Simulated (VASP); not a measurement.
Crystal: TiB2.

```
CELL_PARAMETERS angstrom
3.02920 0.00000 0.00000
-1.51460 2.62336 0.00000
0.00000 0.00000 3.22840
ATOMIC_POSITIONS crystal
Ti 0.00000 0.00000 0.00000
B 0.33333 0.66667 0.50000
B 0.66667 0.33333 0.50000
```

- Program: VASP 6.6.1
- Task: relaxation of cell and atoms
- Functional: LDA
- Potentials or basis: VASP PAW LDA potentials, release 64 (Ti_sv, B)
- Cutoff: 600 eV
- k mesh: 15 × 15 × 11
- Occupations: methfessel-paxton, width 0.1 eV
- Spin: no spin polarisation

At the start: pressure -10.8 GPa; volume 8.55 Å³/atom.

**Question.** How do energy, volume and symmetry change on relaxing?

**Answer.** Over 7 steps the energy falls by 12.9 meV/atom and the volume is 8.20 Å³/atom (-4.2 %); space group P6/mmm (No. 191, to 0.05 Å).

Step by step:
| step | energy change (eV) | largest force (eV/Å) | pressure (GPa) | volume (Å³) |
| --- | --- | --- | --- | --- |
| 1 | 0.0000 | 0.0000 | -10.79 | 25.66 |
| 2 | 0.0012 | 0.0000 | 12.76 | 23.58 |
| 3 | -0.0374 | 0.0000 | 0.02 | 24.60 |
| 4 | -0.0374 | 0.0000 | 0.22 | 24.58 |
| 5 | -0.0386 | 0.0000 | 0.16 | 24.56 |
| 6 | -0.0386 | 0.0000 | 0.18 | 24.56 |
| 7 | -0.0386 | 0.0000 | -0.14 | 24.59 |

Final structure:
```
Ti B
1.0
     2.99614    0.00000    0.00000
    -1.49807    2.59474    0.00000
     0.00000    0.00000    3.16278
Ti B
1 2
Direct
  0.00000 0.00000 0.00000
  0.33333 0.66667 0.50000
  0.66667 0.33333 0.50000
```
